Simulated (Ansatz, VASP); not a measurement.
This is a calculation of AlO2 for VASP 6.6.1. The cell comes from a database or a generator and needn't be the stable form of this composition.

The input INCAR:

```
PREC = Accurate ; ENCUT = 520
EDIFF = 1E-7 ; ISMEAR = -1
SIGMA = 0.05 ; LREAL = F
LASPH = T ; NELM = 80
ALGO = Normal ; ISIF = 2
LWAVE = F ; LCHARG = T
GGA = PS ; LVHAR = T
NBANDS = 24 ; KPAR = 2
```

File KPOINTS:

```
regular mesh
0
Gamma
  9 9 7
```

File POSCAR:

```
AlO2
1.0
    1.4881620000     -5.4028330000      0.0000000000
    1.4881620000      5.4028330000      0.0000000000
    0.0000000000      0.0000000000      3.6466120000
Al O
2 4
Direct
    0.6681330000      0.3318670000      0.7500000000
    0.3318670000      0.6681330000      0.2500000000
    0.0610720000      0.9389280000      0.7500000000
    0.9389280000      0.0610720000      0.2500000000
    0.2941840000      0.7058160000      0.7500000000
    0.7058160000      0.2941840000      0.2500000000
```

Potentials or basis: VASP PAW PBE potentials, release 64 (Al, O).

Run with:

```console
$ cat potpaw_PBE.64/Al/POTCAR potpaw_PBE.64/O/POTCAR > POTCAR
$ mpirun -np 2 vasp_std > vasp.out
```

Task: Set up the same calculation for Ansatz 0.2.0. Potentials or basis there: Ansatz PAW, cutoff 420 eV.

Result: As run (cutoffs and basis follow the program's own potentials, and thresholds, step limits or extra output files can differ):

Contents of input.yaml:

```yaml
crystal:
  lattice:
    - [1.488162, -5.402833, 0.0]
    - [1.488162, 5.402833, 0.0]
    - [0.0, 0.0, 3.646612]
  atoms:
    - { symbol: Al, position: [0.668133, 0.331867, 0.75] }
    - { symbol: Al, position: [0.331867, 0.668133, 0.25] }
    - { symbol: O, position: [0.061072, 0.938928, 0.75] }
    - { symbol: O, position: [0.938928, 0.061072, 0.25] }
    - { symbol: O, position: [0.294184, 0.705816, 0.75] }
    - { symbol: O, position: [0.705816, 0.294184, 0.25] }
hamiltonian:
  xc: pbesol
  pseudopotentials: { kind: paw }
kpoints:
  mp_grid: { grid: [9, 9, 7] }
scf:
  occupations: { method: fermi_dirac, width: 0.05 }
output:
  forces: true
  stress: true
  eigenvalues: true
  write_density: true
  write_potential: true
  elf: true
  volumetric_format: npy
```

Potentials or basis: Ansatz PAW.

Launch:

```bash
$ ansatz run input.yaml --threads 1 --pin off --max-ram 3584MiB --backend cpu --events-out ev --progress --plain --runs-dir out
```

Both were run:

|  | VASP | Ansatz |
| --- | --- | --- |
| Pressure | -5.9 GPa | -5.9 GPa |
| Largest force | 0.651 eV/Å | 0.641 eV/Å |

Ansatz's pressure holds a Pulay term of +0.91 GPa for its cutoff of 420 eV, which the other run lacks.

VASP's potentials were made for PBE. Ansatz's potentials were made for PBE.

Where Ansatz's input types no cutoff or centring, it takes its own default and a Γ-centred mesh.

Pressure is positive in compression.
